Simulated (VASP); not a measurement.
Computed with PBEsol GGA, VASP's PBE PAW potentials (set 64) (plane waves; VASP).

VASP ran on this input.

**KPOINTS**
```
Automatic mesh
0
Gamma
3 3 3
0 0 0
```

### POSCAR
```
SiC
1
    0.0000000000     2.1648040000     2.1648040000
    2.1648040000     0.0000000000     2.1648040000
    2.1648040000     2.1648040000     0.0000000000
Si C
1 1
Direct
  0.2500000000   0.2500000000   0.2500000000
  0.0000000000   0.0000000000   0.0000000000
```

INCAR:
```
SYSTEM = SiC
PREC = Accurate
ENCUT = 240
EDIFF = 1E-6
NELM = 100
ALGO = Normal
LREAL = .FALSE.
LASPH = .TRUE.
ISMEAR = 0
SIGMA = 0.05
GGA = PS
LWAVE = .FALSE.
LCHARG = .FALSE.
ISIF = 2
```

POTCAR, in this order: Si C (PBE.64 set). Program: vasp_std.

Output

### OSZICAR
```
       N       E                     dE             d eps       ncg     rms          rms(c)
DAV:   1    -0.467278216853E+01   -0.46728E+01   -0.22680E+03    72   0.469E+02
DAV:   2    -0.169937878883E+02   -0.12321E+02   -0.83296E+01   112   0.564E+01
DAV:   3    -0.171015985446E+02   -0.10781E+00   -0.10781E+00    64   0.694E+00
DAV:   4    -0.171018052428E+02   -0.20670E-03   -0.20670E-03   104   0.278E-01
DAV:   5    -0.171018054001E+02   -0.15724E-06   -0.15724E-06    64   0.376E-03    0.933E+00
DAV:   6    -0.155210071581E+02    0.15808E+01   -0.51881E+00    80   0.128E+01    0.438E+00
DAV:   7    -0.153942969126E+02    0.12671E+00   -0.50940E-01    88   0.445E+00    0.170E+00
DAV:   8    -0.153779098850E+02    0.16387E-01   -0.23042E-02    64   0.118E+00    0.149E-01
DAV:   9    -0.153779176886E+02   -0.78036E-05   -0.80683E-04    88   0.212E-01    0.113E-01
DAV:  10    -0.153779708345E+02   -0.53146E-04   -0.93741E-05    80   0.749E-02    0.193E-02
DAV:  11    -0.153779707811E+02    0.53376E-07   -0.91653E-06    88   0.188E-02
   1 F= -.15377971E+02 E0= -.15377971E+02  d E =-.740050E-18
```

OUTCAR:
```
------------------------ aborting loop because EDIFF is reached ----------------------------------------
  FORCE on cell =-STRESS in cart. coord.  units (eV):
  Direction    XX          YY          ZZ          XY          YZ          ZX
  --------------------------------------------------------------------------------------
  Total       -1.5736221     -1.5736221     -1.5736221     -0.0000000      0.0000000     -0.0000000
  in kB     -124.2582637   -124.2582637   -124.2582637     -0.0000000      0.0000000     -0.0000000
  external PRESSURE =    -124.2582637 kB  Pullay stress =       0.0000000 kB
  volume of cell :       20.29
      direct lattice vectors                 reciprocal lattice vectors
     0.000000000  2.164804000  2.164804000    -0.230967792  0.230967792  0.230967792
     2.164804000  0.000000000  2.164804000     0.230967792 -0.230967792  0.230967792
     2.164804000  2.164804000  0.000000000     0.230967792  0.230967792 -0.230967792
  FREE ENERGIE OF THE ION-ELECTRON SYSTEM (eV)
  ---------------------------------------------------
  free  energy   TOTEN  =       -15.3779707811 eV

  energy  without entropy=      -15.3779707811  energy(sigma->0) =      -15.37797078
```
(Selected blocks of OUTCAR.)

**OUTCAR**
```
 val. band max:        8.5277987154   @ k =   0.0000   0.0000   0.0000

 cond. band min:      10.8568440302   @ k =   0.3333   0.3333   0.0000


 Fermi energy:         8.8277231055

 k-point     1 :       0.0000    0.0000    0.0000
  band No.  band energies     occupation
      1      -7.2778      2.00000
      2       8.5278      2.00000
      3       8.5278      2.00000
      4       8.5278      2.00000
      5      14.6789      0.00000
      6      15.7115      0.00000
      7      15.7115      0.00000
      8      15.7115      0.00000

 k-point     2 :       0.3333    0.0000    0.0000
  band No.  band energies     occupation
      1      -5.1638      2.00000
      2       2.0923      2.00000
      3       7.6623      2.00000
      4       7.6623      2.00000
      5      14.1071      0.00000
      6      16.0274      0.00000
      7      16.0274      0.00000
      8      18.5126      0.00000

 k-point     3 :       0.3333    0.3333    0.0000
  band No.  band energies     occupation
      1      -4.4393      2.00000
      2       3.2911      2.00000
      3       5.7808      2.00000
      4       5.7808      2.00000
      5      10.8568      0.00000
      6      13.5239      0.00000
      7      20.8020      0.00000
      8      20.8020      0.00000

 k-point     4 :      -0.3333    0.3333    0.0000
  band No.  band energies     occupation
      1      -2.5134      2.00000
      2       1.2524      2.00000
      3       2.5965      2.00000
      4       6.2442      2.00000
      5      12.0933      0.00000
      6      17.7708      0.00000
      7      19.3207      0.00000
      8      20.3407      0.00000
```

At this cut-off the stress carries a Pulay error, which pulls relaxed volumes low.

The structure comes from a computed database's SiC entry; how it stands against other phases isn't given here. The cell was not relaxed at this level. The k-mesh is coarse (spacing up to 0.84 per Å, 2π included), so the numbers may not be converged in it. The run is one of a series of settings (ENCUT = 240, KPOINTS 3×3×3 Γ-centred mesh against the base run), some of them coarse on purpose.
